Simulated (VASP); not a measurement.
Here is the system:

```
ZnS
1.0
    1.92287     1.11017     9.44896
   -1.92287     1.11017     9.44896
    0.00000    -2.22033     9.44896
Zn S
3 3
Direct
  0.99997   0.99997   0.99997
  0.22227   0.22227   0.22227
  0.44459   0.44459   0.44459
  0.08328   0.08328   0.08328
  0.52785   0.52785   0.52785
  0.30539   0.30539   0.30539
```

The numbers are results of modified Becke-Johnson potential (mBJ), VASP's PBE PAW potentials (set 64) (plane waves; VASP), not measurements. Numerical set-up: 400 eV cut-off, 6×6×6 Γ-centred mesh, Gaussian smearing of 0.050 eV, potentials Zn S.

mBJ is a potential without an energy functional, so only the levels count.

### Question
Give the energies of bands 18 to 31 at the high-symmetry points, in eV from the valence-band maximum.

### Answer

```json
[
 {"band": "18", "Γ": "-5.16", "T": "-5.05", "H2": "-4.96", "L": "-5.03", "S0": "-4.96", "F": "-5.03"},
 {"band": "19", "Γ": "-3.30", "T": "-4.57", "H2": "-4.04", "L": "-4.36", "S0": "-4.04", "F": "-4.33"},
 {"band": "20", "Γ": "-3.29", "T": "-1.33", "H2": "-3.89", "L": "-3.94", "S0": "-3.90", "F": "-4.04"},
 {"band": "21", "Γ": "-0.57", "T": "-1.32", "H2": "-3.75", "L": "-3.79", "S0": "-3.74", "F": "-3.63"},
 {"band": "22", "Γ": "-0.57", "T": "-0.75", "H2": "-3.01", "L": "-2.14", "S0": "-3.01", "F": "-2.48"},
 {"band": "23", "Γ": "-0.56", "T": "-0.75", "H2": "-2.50", "L": "-1.78", "S0": "-2.50", "F": "-1.91"},
 {"band": "24", "Γ": "-0.56", "T": "-0.20", "H2": "-2.04", "L": "-1.64", "S0": "-2.06", "F": "-1.51"},
 {"band": "25", "Γ": "-0.03", "T": "-0.20", "H2": "-1.82", "L": "-1.63", "S0": "-1.74", "F": "-1.07"},
 {"band": "26", "Γ": "0.00", "T": "-0.20", "H2": "-1.41", "L": "-1.06", "S0": "-1.46", "F": "-1.06"},
 {"band": "27", "Γ": "0.00", "T": "-0.20", "H2": "-1.20", "L": "-0.75", "S0": "-1.21", "F": "-1.06"},
 {"band": "28", "Γ": "3.76", "T": "4.61", "H2": "5.80", "L": "4.75", "S0": "5.76", "F": "4.79"},
 {"band": "29", "Γ": "4.75", "T": "4.67", "H2": "6.02", "L": "5.30", "S0": "6.20", "F": "5.00"},
 {"band": "30", "Γ": "4.96", "T": "4.83", "H2": "6.66", "L": "5.40", "S0": "6.33", "F": "5.58"},
 {"band": "31", "Γ": "7.60", "T": "7.52", "H2": "6.77", "L": "6.09", "S0": "7.00", "F": "6.14"}
]
```

The gap is direct, 3.76 eV, from the valence maximum at Γ to the conduction minimum at Γ.

The structure comes from a computed database's ZnS entry (R3m); how it stands against other phases isn't given here. It was relaxed first. The cell's shape comes from a PBE relaxation.
